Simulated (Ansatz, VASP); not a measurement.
## SrMg6Si: VASP beside Ansatz

INCAR

```
PREC = Accurate
ENCUT = 520
EDIFF = 1E-7
ISMEAR = -1
SIGMA = 0.05
LREAL = F
LASPH = T
NELM = 80
ALGO = Normal
ISIF = 2
LWAVE = F
LCHARG = F
GGA = PE
NBANDS = 23
```

The input KPOINTS:

```
Automatic mesh
0
Gamma
  6 5 5
```

The input POSCAR:

```
SrMg6Si
1.0
    4.9415290004      0.0000000000      0.0000000000
    0.0000000000      3.0456014316      6.8056946029
    0.0000000000     -3.0456014316      6.8056946029
Sr Si Mg
1 1 6
Direct
    0.5000000000      0.6976320000      0.6976320000
    0.5000000000      0.1152540000      0.1152540000
    0.0000000000      0.8627890000      0.8627890000
    0.0000000000      0.2997230000      0.2997230000
    0.0000000000      0.3209160000      0.8300400000
    0.0000000000      0.8300400000      0.3209160000
    0.5000000000      0.1921360000      0.6815040000
    0.5000000000      0.6815040000      0.1921360000
```

input.yaml

```yaml
crystal:
  lattice:
    - [4.9415290004, 0.0, 0.0]
    - [0.0, 3.0456014316, 6.8056946029]
    - [0.0, -3.0456014316, 6.8056946029]
  atoms:
    - { symbol: Sr, position: [0.5, 0.697632, 0.697632] }
    - { symbol: Si, position: [0.5, 0.115254, 0.115254] }
    - { symbol: Mg, position: [0.0, 0.862789, 0.862789] }
    - { symbol: Mg, position: [0.0, 0.299723, 0.299723] }
    - { symbol: Mg, position: [0.0, 0.320916, 0.83004] }
    - { symbol: Mg, position: [0.0, 0.83004, 0.320916] }
    - { symbol: Mg, position: [0.5, 0.192136, 0.681504] }
    - { symbol: Mg, position: [0.5, 0.681504, 0.192136] }
hamiltonian:
  xc: pbe
  pseudopotentials: { kind: paw }
kpoints:
  mp_grid: { grid: [6, 5, 5] }
scf:
  occupations: { method: fermi_dirac, width: 0.05 }
output:
  forces: true
  stress: true
  eigenvalues: true
```

Change from the starting cell: volume scaled by 1.02.

Alike in both runs: task single point; functional PBE; k mesh 6 × 5 × 5; occupations fermi-dirac, width 0.05 eV; no spin polarisation.

|  | VASP | Ansatz |
| --- | --- | --- |
| version | VASP 6.6.1 | Ansatz 0.2.0 |
| potentials or method | VASP PAW PBE potentials, release 64 (Sr_sv, Si, Mg) | Ansatz PAW |
| plane-wave cutoff (eV) | 520 | 420 |
| valence electrons in the cell | 26 | 74 |

Ansatz gave:

- gap on the k mesh at the Fermi level (eV): none
- pressure (GPa): -0.5
- largest component of the traceless stress (GPa): 0.22
- rms of the force components (eV/Å): 0.031

Task: Which values does VASP return?

Result: gap on the k mesh at the Fermi level (eV): none; pressure (GPa): -0.6; largest component of the traceless stress (GPa): 0.23; rms of the force components (eV/Å): 0.032.

Atom by atom the forces differ by 0.003 eV/Å (rms over components). A gap of «none» marks a metal or a gap that the smearing closes. The two sets of potentials don't hold the same shells in valence.
